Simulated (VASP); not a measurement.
A VASP calculation is set up with these files.

**KPOINTS**
```
Automatic mesh
0
Gamma
6 6 5
0 0 0
```

### INCAR
```
SIGMA  =  0.1   # width (eV)
ALGO  =  Normal
ISPIN  =  2   # spin-polarised
LCHARG  =  F
LASPH  =  T   # aspherical one-centre terms
LMAXMIX  =  4
GGA  =  PE   # PBE
NELM  =  100   # most electronic steps
PREC  =  Accurate
ISMEAR  =  -1   # Fermi-Dirac
EDIFF  =  1E-6   # SCF stop (eV)
LWAVE  =  F
MAGMOM  =  2.0 0.0 0.0
LREAL  =  F
ISIF  =  2   # forces and stress, cell fixed
ENCUT  =  300   # plane-wave cut-off (eV)
SYSTEM  =  VSi2
LORBIT  =  11
```

File POSCAR:
```
VSi2
1
    4.2301840000     0.0000000000     0.0000000000
   -2.1150920000     3.6634470000     0.0000000000
    0.0000000000     0.0000000000     4.5802830000
V Si
1 2
Direct
  0.0068000000   0.0157450000  -0.0025570000
  0.3279280000   0.6665450000   0.4928150000
  0.6652720000   0.3177110000   0.5097420000
```

POTCAR, in this order: V_sv Si (PBE.64 set). Program: vasp_std.

Task: Translate this PBE calculation to Quantum ESPRESSO's pw.x.

Result: One equivalent input (not run):
```
&CONTROL
  calculation = 'scf'
  pseudo_dir = './pseudo'
  outdir = './out'
  tprnfor = .true.
  tstress = .true.
/
&SYSTEM
  ibrav = 0
  nat = 3
  ntyp = 2
  ecutwfc = 84
  occupations = 'smearing'
  smearing = 'fermi-dirac'
  degauss = 0.00735
  input_dft = 'pbe'
  nspin = 2
  starting_magnetization(1) = 0.2
/
&ELECTRONS
  conv_thr = 7.3e-08
  electron_maxstep = 100
/
ATOMIC_SPECIES
  V 50.941 V.upf
  Si 28.085 Si.upf
CELL_PARAMETERS angstrom
     4.2301840    0.0000000    0.0000000
    -2.1150920    3.6634470    0.0000000
     0.0000000    0.0000000    4.5802830
ATOMIC_POSITIONS crystal
  V    0.0068000  0.0157450 -0.0025570
  Si   0.3279280  0.6665450  0.4928150
  Si   0.6652720  0.3177110  0.5097420
K_POINTS automatic
  6 6 5 0 0 0
```
The two are equivalent in intent, not identical: the potentials are each code's own (VASP's PAW set, PseudoDojo norm-conserving files in pw.x), so ENCUT and ecutwfc are chosen apart and not converted; conv_thr bounds pw.x's estimated SCF error, while EDIFF bounds the energy change between steps; starting_magnetization is a fraction of the valence charge and MAGMOM a moment in μB, so they match only roughly.

The structure was generated: VSi2 was put into an ordered model structure, which need not be its known phase. The cell was not relaxed at this level, atoms are displaced from their ideal sites. The run is one of a series of settings (KPOINTS 6×6×5 Γ-centred mesh against the base run), some of them coarse on purpose.
